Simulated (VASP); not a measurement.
These are PBE GGA, VASP's PBE PAW potentials (set 64) (plane waves; VASP) values and carry that method's errors.

A VASP calculation is set up with these files.

**INCAR**
```
ALGO = Normal
EDIFF = 1E-6
ENCUT = 400
GGA = PE
ISIF = 2
ISMEAR = 1
LASPH = .TRUE.
LCHARG = .FALSE.
LMAXMIX = 4
LREAL = .FALSE.
LWAVE = .FALSE.
NELM = 100
PREC = Accurate
SIGMA = 0.1
SYSTEM = Tc
```

**KPOINTS**
```
Automatic mesh
0
G
11 11 6
0 0 0
```

File POSCAR:
```
Tc
1
    1.3974000000    -2.4203680000     0.0000000000
    1.3974000000     2.4203680000     0.0000000000
    0.0000000000     0.0000000000     4.4778000000
Tc
2
Direct
  0.3333330000   0.6666670000   0.2500000000
  0.6666670000   0.3333330000   0.7500000000
```

POTCAR, in this order: Tc_pv (PBE.64 set). Program: vasp_std.

Output of the run:

OUTCAR:
```
 ion  position               nearest neighbor table
   1  0.333  0.667  0.250-   2 2.76   2 2.76   2 2.76   2 2.76   2 2.76   2 2.76
   2  0.667  0.333  0.750-   1 2.76   1 2.76   1 2.76   1 2.76   1 2.76   1 2.76
  LATTYP: Found a hexagonal cell.
 ALAT       =     2.7948001745
 C/A-ratio  =     1.6021896810
 Subroutine PRICEL returns:
 Original cell was already a primitive cell.
 Subroutine GETGRP returns: Found 24 space group operations
The static configuration has the point symmetry D_3d.
 The point group associated with its full space group is D_6h.
The dynamic configuration has the point symmetry D_3d.
 Subroutine INISYM returns: Found 24 space group operations
 Subroutine IBZKPT returns following result:
 Found     64 irreducible k-points:

 Following reciprocal coordinates:
            Coordinates               Weight
  0.000000  0.000000  0.000000      1.000000
  0.090909 -0.000000  0.000000      6.000000
  0.181818  0.000000  0.000000      6.000000
  0.272727 -0.000000  0.000000      6.000000
  0.363636 -0.000000  0.000000      6.000000
  0.454545  0.000000  0.000000      6.000000
  0.090909  0.090909  0.000000      6.000000
...
```

File OSZICAR:
```
       N       E                     dE             d eps       ncg     rms          rms(c)
DAV:   1     0.276256603711E+03    0.27626E+03   -0.14757E+04  2248   0.131E+03
DAV:   2    -0.152669324334E+02   -0.29152E+03   -0.28856E+03  2454   0.410E+02
DAV:   3    -0.220966132790E+02   -0.68297E+01   -0.66694E+01  2493   0.740E+01
DAV:   4    -0.221605061933E+02   -0.63893E-01   -0.63764E-01  2456   0.717E+00
DAV:   5    -0.221611358770E+02   -0.62968E-03   -0.62961E-03  2504   0.655E-01    0.215E+01
DAV:   6    -0.207845344214E+02    0.13766E+01   -0.36233E+00  2326   0.183E+01    0.594E+00
DAV:   7    -0.206473180633E+02    0.13722E+00   -0.56347E-01  2528   0.640E+00    0.784E-01
DAV:   8    -0.206381727551E+02    0.91453E-02   -0.82261E-03  2239   0.957E-01    0.202E-01
DAV:   9    -0.206381402988E+02    0.32456E-04   -0.50987E-04  2580   0.191E-01    0.223E-02
DAV:  10    -0.206381413584E+02   -0.10596E-05   -0.27308E-05  2300   0.444E-02    0.137E-02
DAV:  11    -0.206381404779E+02    0.88055E-06   -0.47639E-06  2163   0.214E-02
   1 F= -.20638140E+02 E0= -.20638593E+02  d E =0.135819E-02
```

**OUTCAR**
```
------------------------ aborting loop because EDIFF is reached ----------------------------------------
  FORCE on cell =-STRESS in cart. coord.  units (eV):
  Direction    XX          YY          ZZ          XY          YZ          ZX
  --------------------------------------------------------------------------------------
  Total       -2.8291502     -2.8291507     -2.6245619      0.0000000      0.0000000      0.0000000
  in kB     -149.6475996   -149.6476245   -138.8259244      0.0000000      0.0000000      0.0000000
  external PRESSURE =    -146.0403829 kB  Pullay stress =       0.0000000 kB
  volume of cell :       30.29
      direct lattice vectors                 reciprocal lattice vectors
     1.397400000 -2.420368000  0.000000000     0.357807357 -0.206580156  0.000000000
     1.397400000  2.420368000  0.000000000     0.357807357  0.206580156  0.000000000
     0.000000000  0.000000000  4.477800000     0.000000000  0.000000000  0.223323954
 POSITION                                       TOTAL-FORCE (eV/Angst)
 -----------------------------------------------------------------------------------
      1.39740      0.80679      1.11945        -0.000000      0.000000      0.000000
      1.39740     -0.80679      3.35835         0.000000     -0.000000      0.000000
 -----------------------------------------------------------------------------------
    total drift:                               -0.000032      0.000642     -0.000043
  FREE ENERGIE OF THE ION-ELECTRON SYSTEM (eV)
  ---------------------------------------------------
  free  energy   TOTEN  =       -20.6381404779 eV

  energy  without entropy=      -20.6394986635  energy(sigma->0) =      -20.63859321
```
(Selected blocks of OUTCAR.)

The compound is Tc in the hcp structure. The cell was not relaxed at this level.
